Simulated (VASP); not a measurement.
Energy against volume of CaO (rock salt). Computed with SCAN meta-GGA, VASP's PBE PAW potentials (set 64) (plane waves; VASP 6.6.1). Numerical set-up: 520 eV cut-off, 9×9×9 Γ-centred mesh, Gaussian smearing of 0.050 eV, potentials Ca_sv O.

```json
[
 {"V (Å³/atom)": "13.437", "E (eV/atom)": "-11.17329"},
 {"V (Å³/atom)": "13.852", "E (eV/atom)": "-11.17711"},
 {"V (Å³/atom)": "14.268", "E (eV/atom)": "-11.17177"},
 {"V (Å³/atom)": "14.684", "E (eV/atom)": "-11.15849"}
]
```

Problem. Fit these four points and predict the energy of the run at 13.021 Å³/atom.

Solution. A cubic in V^(−2/3), the third-order Birch-Murnaghan form, passes through the four points with V0 = 13.81 Å³/atom and B0 = 119 GPa, and gives -11.1589 eV/atom there. The run gave -11.1589 eV/atom, -0.1 meV/atom from the fit; all five points give B0 = 119 GPa.

The compound is CaO in the rock salt structure. It was relaxed first.
